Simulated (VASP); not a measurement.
Energy against volume of Yb (fcc). Calculation: revPBE GGA, VASP's PBE PAW potentials (set 64) (plane waves; VASP). Run with 520 eV cut-off, 11×11×11 Γ-centred mesh, first-order Methfessel-Paxton smearing of 0.10 eV, potentials Yb_2.

The 4f electrons are frozen in the core of the lanthanide potential, so 4f levels, which can set the real gap, and their magnetism are missing.

```
V (Å³/atom)  E (eV/atom)
-----------  -----------
39.938          -1.25186
41.213          -1.25664
42.487          -1.25798
43.762          -1.25626
```

### Question
Fit these four points and predict the energy of the run at 45.036 Å³/atom.

### Answer
A cubic in V^(−2/3), the third-order Birch-Murnaghan form, passes through the four points with V0 = 42.38 Å³/atom and B0 = 13 GPa, and gives -1.2518 eV/atom there. The run gave -1.2518 eV/atom, +0.0 meV/atom from the fit; all five points give B0 = 13 GPa.

The compound is Yb in the fcc structure. It was relaxed first.
